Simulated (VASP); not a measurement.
Computed with PBE GGA, VASP's PBE PAW potentials (set 64) (plane waves; VASP 6.6.1).

A VASP calculation is set up with these files.

### INCAR
```
ALGO = Normal
EDIFF = 1E-6
ENCUT = 500
GGA = PE
ISMEAR = 0
LASPH = .TRUE.
LCHARG = .FALSE.
LREAL = .FALSE.
LWAVE = .TRUE.
NELM = 100
PREC = Accurate
SIGMA = 0.05
SYSTEM = BP
```

### POSCAR
```
BP
1
    0.0000000000     2.2731977500     2.2731977500
    2.2731977500     0.0000000000     2.2731977500
    2.2731977500     2.2731977500     0.0000000000
B P
1 1
Direct
  0.0000000000   0.0000000000   0.0000000000
  0.2500000000   0.2500000000   0.2500000000
```

**KPOINTS**
```
Automatic mesh
0
Gamma
8 8 8
0 0 0
```

POTCAR, in this order: B P (PBE.64 set). Program: vasp_std.

Output

**OSZICAR**
```
       N       E                     dE             d eps       ncg     rms          rms(c)
DAV:   1     0.819753048425E+01    0.81975E+01   -0.41181E+03   472   0.880E+02
DAV:   2    -0.133545200239E+02   -0.21552E+02   -0.20433E+02   720   0.109E+02
DAV:   3    -0.136246539551E+02   -0.27013E+00   -0.27013E+00   568   0.150E+01
DAV:   4    -0.136251899123E+02   -0.53596E-03   -0.53596E-03   712   0.685E-01
DAV:   5    -0.136251902869E+02   -0.37459E-06   -0.37464E-06   592   0.153E-02    0.715E+00
DAV:   6    -0.130255737857E+02    0.59962E+00   -0.16215E+00   520   0.694E+00    0.390E+00
DAV:   7    -0.129362207278E+02    0.89353E-01   -0.25178E-01   704   0.306E+00    0.130E+00
DAV:   8    -0.129281950008E+02    0.80257E-02   -0.27924E-02   504   0.115E+00    0.211E-01
DAV:   9    -0.129285037469E+02   -0.30875E-03   -0.47571E-04   656   0.200E-01    0.119E-01
DAV:  10    -0.129287023698E+02   -0.19862E-03   -0.29146E-04   520   0.135E-01    0.271E-02
DAV:  11    -0.129287124008E+02   -0.10031E-04   -0.12515E-05   680   0.309E-02    0.314E-02
DAV:  12    -0.129287131901E+02   -0.78933E-06   -0.32078E-06   472   0.118E-02
   1 F= -.12928713E+02 E0= -.12928713E+02  d E =-.179662E-14
```

OUTCAR:
```
------------------------ aborting loop because EDIFF is reached ----------------------------------------
  FORCE on cell =-STRESS in cart. coord.  units (eV):
  Direction    XX          YY          ZZ          XY          YZ          ZX
  --------------------------------------------------------------------------------------
  Total        0.0013758      0.0013758      0.0013758     -0.0000000     -0.0000000      0.0000000
  in kB        0.0938257      0.0938257      0.0938257     -0.0000000     -0.0000000      0.0000000
  external PRESSURE =       0.0938257 kB  Pullay stress =       0.0000000 kB
  volume of cell :       23.49
      direct lattice vectors                 reciprocal lattice vectors
     0.000000000  2.273197750  2.273197750    -0.219954467  0.219954467  0.219954467
     2.273197750  0.000000000  2.273197750     0.219954467 -0.219954467  0.219954467
     2.273197750  2.273197750  0.000000000     0.219954467  0.219954467 -0.219954467
  FREE ENERGIE OF THE ION-ELECTRON SYSTEM (eV)
  ---------------------------------------------------
  free  energy   TOTEN  =       -12.9287131901 eV

  energy  without entropy=      -12.9287131901  energy(sigma->0) =      -12.92871319
```
(Selected blocks of OUTCAR.)

The structure comes from a computed database's BP entry (F-43m); how it stands against other phases isn't given here. It was relaxed first.
